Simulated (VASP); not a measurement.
Given:

```yaml
crystal:
  lattice:
    - [0.00000, 3.03066, 3.03066]
    - [3.03066, 0.00000, 3.03066]
    - [3.03066, 3.03066, 0.00000]
  atoms:
    - { symbol: Hg, position: [0.00000, 0.00000, 0.00000] }
    - { symbol: S, position: [0.25000, 0.25000, 0.25000] }
```

Computed with revPBE GGA, VASP's PBE PAW potentials (set 64) (plane waves; VASP). Run with 520 eV cut-off, Gaussian smearing of 0.050 eV, potentials Hg S.

Unless said otherwise, spin-orbit coupling is left out, though it shifts the bands of the heavy elements here.

### Question
Estimate the band gap (along the path) with the smallest direct gap where there is one.

### Answer

```
Property                                                      Value
-------------------------  ----------------------------------------
band gap (along the path)  none (metal, semimetal or under 0.01 eV)
```

Total energies compare only between runs with the same potentials, cut-off and functional.

The compound is HgS in the zinc blende structure, metacinnabar; cinnabar is the stable form. It was relaxed first, which changed the volume by +11 %.
